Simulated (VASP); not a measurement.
Fe, a sheet with vacuum:

```
CELL_PARAMETERS angstrom
2.31119 0.00000 0.00000
0.00000 2.31119 0.00000
0.00000 0.00000 23.80000
ATOMIC_POSITIONS crystal
Fe 0.00000 0.00000 0.29412
```

The cell was built by a generator and needn't be a form met in nature.

Base run:

* Program: VASP 6.6.1
* Functional: LDA
* Potentials or basis: VASP PAW LDA potentials, release 64 (Fe)
* Cutoff: 520 eV
* k mesh: 8 × 8 × 1
* Occupations: fermi-dirac, width 0.05 eV
* Spin: collinear spin, ferromagnetic start
* Starting moments: [3.0] μB
* Hubbard terms: Fe d U = 2 eV

Its results: net moment 3.02 μB per cell; site moments Fe +2.95 μB.

The run is repeated on the same cell with these changes: hubbard terms from Fe d U = 2 eV to Fe d U = 3 eV. What comes out?

Net moment 3.18 μB per cell; site moments Fe +3.05 μB.

Caveats: the U is typed as a test and isn't derived for this compound.

Not every run made on this cell is shown here.
